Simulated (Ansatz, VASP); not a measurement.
# Au (Au(110)): VASP beside Ansatz, part 2 of 2

Wanted: the spread between two codes on one cell, functional and k mesh.

VASP 6.6.1 and Ansatz 0.2.0.

So far: Set-up; Ansatz: band structure, PBE; VASP: band structure, PBE.

**3. VASP: band structure, PBE (continued)**

Level of this step: PBE; plane waves and PAW (Au) (VASP).

Numbers of over 12 decimals in the logs are rounded to 6 here.

Parts of OUTCAR (step 3):

```text
ion  position               nearest neighbor table
   1  0.500  0.500  0.357-   3 2.88   2 2.88   2 2.88   2 2.88   2 2.88
   2  0.000  0.000  0.414-   3 2.88   3 2.88   3 2.88   3 2.88   4 2.88   1 2.88   1 2.88   1 2.88
                             1 2.88
   3  0.500  0.500  0.471-   2 2.88   2 2.88   2 2.88   2 2.88   5 2.88   1 2.88   4 2.88   4 2.88
                             4 2.88   4 2.88
   4  0.000  0.000  0.529-   5 2.88   5 2.88   5 2.88   5 2.88   2 2.88   6 2.88   3 2.88   3 2.88
                             3 2.88   3 2.88
   5  0.500  0.500  0.586-   4 2.88   4 2.88   4 2.88   4 2.88   3 2.88   6 2.88   6 2.88   6 2.88
                             6 2.88
   6  0.000  0.000  0.643-   4 2.88   5 2.88   5 2.88   5 2.88   5 2.88

  LATTYP: Found a simple orthorhombic cell.
 ALAT       =     2.8849956672
 B/A-ratio  =     1.4142135624
 C/A-ratio  =     8.7391774812

 Subroutine GETGRP returns: Found  8 space group operations
 (whereof  4 operations were pure point group operations)

The static configuration has the point symmetry C_2v.
 The point group associated with its full space group is D_2h.

 Found     70 irreducible k-points:

   k-points           NKPTS =     70   k-points in BZ     NKDIM =     70   number of bands    NBANDS=     50

   dimension x,y,z NGX =    18 NGY =   12 NGZ =  108
   dimension x,y,z NGXF=    36 NGYF=   24 NGZF=  216

   ENCUT  =  300.0 eV  22.05 Ry    4.70 a.u.   5.76  4.07 35.61*2*pi/ulx,y,z

   NELECT =      66.0000    total number of electrons

 k-points in reciprocal lattice and weights: Automatic mesh
   0.00000000  0.00000000  0.00000000       0.005
   0.08333333  0.00000000  0.00000000       0.009
   0.16666667  0.00000000  0.00000000       0.009
   0.25000000  0.00000000  0.00000000       0.009
   0.33333333  0.00000000  0.00000000       0.009
   0.41666667  0.00000000  0.00000000       0.009
   0.50000000  0.00000000  0.00000000       0.005
   0.00000000  0.05555556  0.00000000       0.009
   0.08333333  0.05555556  0.00000000       0.019
[...]
0.41666667  0.50000000  0.00000000       0.009
   0.50000000  0.50000000  0.00000000       0.005

 dipolmoment           0.000000      0.000000      0.000000 electrons x Angstroem

 average (electrostatic) potential at core
       1 -72.9273       2 -73.4935       3 -73.6319       4 -73.6319       5 -73.4935
       6 -72.9273

 E-fermi :  -0.0428

 k-point     1 :       0.0000    0.0000    0.0000
  band No.  band energies     occupation
    ...
     30      -2.0208      2.00000
     31      -1.8714      2.00000
     32      -1.8448      2.00000
     33      -1.6326      2.00000
     34      -0.5401      1.98625
     35       1.5872      0.00000
     36       2.2139      0.00000
     37       3.7726      0.00000
     38       4.6316      0.00000
     39       4.6906      0.00000
    ...

 k-point     2 :       0.0833    0.0000    0.0000
  band No.  band energies     occupation
    ...
     30      -2.0473      2.00000
     31      -1.8708      2.00000
     32      -1.8152      2.00000
     33      -1.6699      2.00000
     34      -0.5140      1.98217
     35       1.5968      0.00000
     36       1.6295      0.00000
     37       3.8788      0.00000
     38       3.9005      0.00000
     39       4.7486      0.00000
    ...

 k-point     3 :       0.1667    0.0000    0.0000
  band No.  band energies     occupation
    ...
     30      -2.0817      2.00000
     31      -1.8751      2.00000
     32      -1.7747      2.00000
     33      -1.7662      2.00000
     34      -0.4507      1.96671
     35       0.4898      0.00968
     36       1.7014      0.00000
     37       2.6563      0.00000
     38       4.0503      0.00000
     39       4.7427      0.00000
    ...

  Total        1.3062642     -0.2686781      2.7472034      0.0000000      0.0000000      0.0000000
  in kB        7.0521338     -1.4505137     14.8313387      0.0000000      0.0000000      0.0000000
  external PRESSURE =       6.8109862 kB  Pullay stress =       0.0000000 kB

  energy-cutoff  :      300.00
  volume of cell :      296.77
      direct lattice vectors                 reciprocal lattice vectors
     4.080000000  0.000000000  0.000000000     0.245098039  0.000000000  0.000000000
     0.000000000  2.884995667  0.000000000     0.000000000  0.346620971  0.000000000
     0.000000000  0.000000000 25.212489168     0.000000000  0.000000000  0.039662883

 POSITION                                       TOTAL-FORCE (eV/Angst)
 -----------------------------------------------------------------------------------
      2.04000      1.44250      9.00000         0.000000      0.000000     -0.031994
      0.00000      0.00000     10.44250         0.000000      0.000000     -0.730817
      2.04000      1.44250     11.88500         0.000000      0.000000      0.077545
      0.00000      0.00000     13.32749         0.000000      0.000000     -0.077545
      2.04000      1.44250     14.76999         0.000000      0.000000      0.730817
      0.00000      0.00000     16.21249         0.000000      0.000000      0.031994
 -----------------------------------------------------------------------------------
    total drift:                                0.000000      0.000000      0.000000

  FREE ENERGIE OF THE ION-ELECTRON SYSTEM (eV)
  ---------------------------------------------------
  free  energy   TOTEN  =       -17.9448402998 eV

  energy  without entropy=      -17.8798511313  energy(sigma->0) =      -17.91234572

 vacuum level on the upper side and lower side of the slab         4.919         4.919

 total charge
# of ion       s       p       d       tot
------------------------------------------
    1        0.562   0.206   8.793   9.561
    2        0.539   0.327   8.755   9.621
    3        0.533   0.351   8.766   9.650
    4        0.533   0.351   8.766   9.650
    5        0.539   0.327   8.755   9.621
    6        0.562   0.206   8.793   9.561
--------------------------------------------------
tot          3.270   1.768  52.626  57.664

[... 3 further parts left out ...]
```

**4. Side by side**

Known differences besides the potentials themselves: the data sets hold 114 valence electrons in Ansatz (default PAW (the set named soft_2) files) and 66 in VASP; the cutoff is 420 eV in Ansatz and 300 eV in VASP (PREC = Normal); VASP leaves aspherical gradient terms in its spheres out (LASPH is not set), Ansatz keeps them. Total energies have different zeros and are not compared.

The two programs side by side:

| quantity | Ansatz | VASP | difference |
| --- | --- | --- | --- |
| work function, lower of the two faces (eV) | 4.97 | 4.96 | +0.01 |
| work function, higher of the two faces (eV) | 4.97 | 4.96 | +0.01 |

Forces (eV/Å; atoms numbered as in POSCAR):

| atom | Ansatz x, y, z | VASP x, y, z |
| --- | --- | --- |
| Au1 | 0.000, 0.000, -0.036 | 0.000, 0.000, -0.032 |
| Au2 | 0.000, 0.000, -0.737 | 0.000, 0.000, -0.731 |
| Au3 | 0.000, 0.000, 0.075 | 0.000, 0.000, 0.078 |
| Au4 | 0.000, 0.000, -0.075 | 0.000, 0.000, -0.078 |
| Au5 | 0.000, 0.000, 0.737 | 0.000, 0.000, 0.731 |
| Au6 | 0.000, 0.000, 0.036 | 0.000, 0.000, 0.032 |

The forces differ by 2.6 meV/Å r.m.s., which is 1.0 % of the r.m.s. force of 0.25 eV/Å (both taken over all components). Levels from 3 eV below to 2 eV above the Fermi level differ by 4 meV r.m.s. and 14 meV at most; each VASP level is matched to the nearest of Ansatz, which flatters the figure a little. VASP's log warns that it found no field-free region in the vacuum, so its work functions are uncertain.

**5. Results**

| Quantity | Value |
| --- | --- |
| r.m.s. difference of levels near the Fermi level (band structure, PBE) | 3.5 meV |

In words: The r.m.s. difference of levels near the Fermi level is 3.5 meV (band structure, PBE), within the 80 meV picked in this series as the mark of a large difference. Such differences can come from data sets, numerical settings and the points named under the comparisons, not from the functional's error against experiment.

[Lines on the potential files, build, host, timing and source positions are cut from VASP's logs without a mark.]

[Logs are printed without paths, hosts, clocks, repeated set-up lines and the standing remarks that a program may print on its own settings, such as how far it seeks lower states.]

[Hosts, paths, dates, database ids (printed as entryN), source tags and the programs' standing remarks are cut or masked in the printed files.]
